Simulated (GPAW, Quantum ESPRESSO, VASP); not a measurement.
# Code comparison for SiMo3 (Pm-3n, 8 atoms in the cell)

Self-consistent single point, at a second geometry (lattice scaled by 0.98). First geometry:

```
CELL_PARAMETERS angstrom
      4.88970     0.00000     0.00000
      0.00000     4.88970     0.00000
      0.00000     0.00000     4.88970
ATOMIC_POSITIONS crystal
  Si 0.50000 0.50000 0.50000
  Si 0.00000 0.00000 0.00000
  Mo 0.00000 0.50000 0.25000
  Mo 0.00000 0.50000 0.75000
  Mo 0.25000 0.00000 0.50000
  Mo 0.75000 0.00000 0.50000
  Mo 0.50000 0.25000 0.00000
  Mo 0.50000 0.75000 0.00000
```

Shared settings, as Quantum ESPRESSO writes them: occupations = smearing; smearing = fd; degauss = 0.0099958 Ry; K_POINTS = automatic 5 5 5 0 0 0. Potentials and cutoffs stand in the table.

```csv
code,model,ΔF from the first geometry (meV/atom),pressure (GPa),cutoff
Quantum ESPRESSO,"PBE, PseudoDojo standard norm-conserving (PBE) pseudopotentials",58.6,20.27,80 Ry
VASP,"PBE, VASP's PBE PAW potentials (set 64)",62.3,20.34,300 eV
GPAW,"PBE, GPAW PAW datasets PBE (gpaw-data 1.0.1)",56.5,19.70,550 eV
```

For VASP (by 0.7 GPa) the energy change implies a higher mean pressure, against the two pressures, than for the other programs: a sign of finite-basis (Pulay) stress.

On Quantum ESPRESSO's run: spin polarisation is off.

The spread over the programs that give each value: ΔF from the first geometry within 5.8 meV/atom; pressure within 0.64 GPa.

VASP's run is marked for a possible Pulay error in its stress at this cutoff; no cutoff test was made.

The starting cell comes from a database of computed structures (which also holds hypothetical and non-ambient phases and stackings), without a prior relaxation at this level. For this run, on top of that: lattice scaled by 0.98.

Left out of this page: Ansatz, ABINIT, Elk, FLEUR and SIESTA (not drawn, or without a comparable value).
